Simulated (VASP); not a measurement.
All values below come from PBE GGA with D4 dispersion, VASP's PBE PAW potentials (set 64) (plane waves; VASP).

Input for VASP

**POSCAR**
```
Tb
1
    1.8012486755    -3.1198537685    -0.0000000000
    1.8012486755     3.1198537685     0.0000000000
    0.0000000000     0.0000000000     5.6133034330
Tb
2
Direct
  0.3333330000   0.6666670000   0.2500000000
  0.6666670000   0.3333330000   0.7500000000
```

**INCAR**
```
SYSTEM  =  Tb
PREC  =  Accurate; ENCUT  =  520; LREAL  =  F
LASPH  =  T
EDIFF  =  1E-7; NELM  =  100; ALGO  =  Normal
LMAXMIX  =  6
ISMEAR  =  -5
GGA  =  PE; IVDW  =  13
ISIF  =  2
LWAVE  =  F; LCHARG  =  T; LORBIT  =  11
NEDOS  =  601
```

File KPOINTS:
```
Automatic
0
Gamma
13 13 7
0 0 0
```

POTCAR, in this order: Tb_3 (PBE.64 set). Program: vasp_std.

The 4f electrons are frozen in the core of the lanthanide potential, so 4f levels, which can set the real gap, and their magnetism are missing.

**Question.** Predict the energy per atom (σ→0), dispersion energy, band gap (on the k-mesh).

**Answer.** 
The energy per atom (σ→0) is -4.777 eV/atom and the dispersion energy is -450 meV. The band gap (on the k-mesh) is none (metal, semimetal or under 0.01 eV).

OSZICAR:
```
...
DAV:   8    -0.910333794943E+01    0.28175E-03   -0.20792E-03  2634   0.373E-01    0.602E-02
DAV:   9    -0.910335930332E+01   -0.21354E-04   -0.20897E-04  2684   0.114E-01    0.321E-02
DAV:  10    -0.910334568230E+01    0.13621E-04   -0.30280E-05  2629   0.409E-02    0.375E-02
DAV:  11    -0.910334979819E+01   -0.41159E-05   -0.39992E-06  2514   0.153E-02    0.105E-03
DAV:  12    -0.910335034528E+01   -0.54709E-06   -0.31779E-07  2759   0.464E-03    0.408E-03
DAV:  13    -0.910334989899E+01    0.44629E-06   -0.42792E-08  1502   0.164E-03    0.684E-04
DAV:  14    -0.910334985215E+01    0.46837E-07   -0.88905E-09  1437   0.882E-04
   1 F= -.95538181E+01 E0= -.95538181E+01  d E =0.000000E+00
```

The compound is Tb in the hcp structure. It was relaxed first.
